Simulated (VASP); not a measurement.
Consider the following.

```
Be3HgSe4
1.0
   -0.04143     5.37709     5.46103
    5.37709    -0.04143     5.46103
    2.66783     2.66783     0.00000
Hg Se Be
1 4 3
Direct
  0.99396   0.99396   0.01208
  0.15360   0.15360   0.19280
  0.13814   0.58850   0.27337
  0.58850   0.13814   0.27337
  0.62505   0.62505   0.24989
  0.00087   0.50024   0.99889
  0.50024   0.00087   0.99889
  0.49964   0.49964   0.00072
```

All values below come from PBEsol GGA, VASP's PBE PAW potentials (set 64) (plane waves; VASP). Settings: 400 eV cut-off, Gaussian smearing of 0.050 eV, potentials Hg Se Be.

Unless said otherwise, spin-orbit coupling is left out, though it shifts the bands of the heavy elements here.

Give the energies of bands 12 to 25 at the high-symmetry points, in eV from the valence-band maximum.

```
band      Γ      Y     C0      Z     A0      T      S      R
----  -----  -----  -----  -----  -----  -----  -----  -----
12    -5.54  -4.13  -4.42  -4.94  -5.33  -5.50  -4.26  -5.30
13    -3.36  -3.92  -4.22  -4.78  -5.17  -5.32  -3.78  -5.19
14    -3.33  -3.71  -3.38  -4.24  -3.55  -3.40  -3.64  -3.81
15    -2.16  -3.03  -3.00  -3.86  -3.39  -3.38  -3.30  -3.62
16    -2.01  -2.68  -2.66  -3.85  -3.19  -3.30  -2.83  -3.55
17    -1.92  -2.56  -2.46  -3.75  -3.17  -3.12  -2.63  -3.29
18    -1.64  -2.19  -2.39  -3.73  -2.79  -2.29  -1.72  -2.85
19    -0.75  -2.17  -1.98  -3.07  -1.95  -1.44  -1.67  -2.78
20    -0.53  -1.56  -1.72  -2.17  -1.57  -1.22  -0.87  -2.09
21     0.00  -0.68  -0.53  -1.26  -1.41  -1.09  -0.31  -1.73
22     1.09   2.50   2.90   3.44   1.97   1.26   2.36   2.50
23     2.05   2.75   3.08   3.54   2.00   1.69   2.79   2.73
24     2.55   3.60   3.20   4.83   2.37   2.01   2.93   2.92
25     2.96   3.67   3.87   5.00   3.16   2.84   3.46   3.36
```

The gap is direct, 1.09 eV, from the valence maximum at Γ to the conduction minimum at Γ.

The structure was generated: Be3HgSe4 was put into an ordered model structure (Amm2), which need not be its known phase. It was relaxed first.
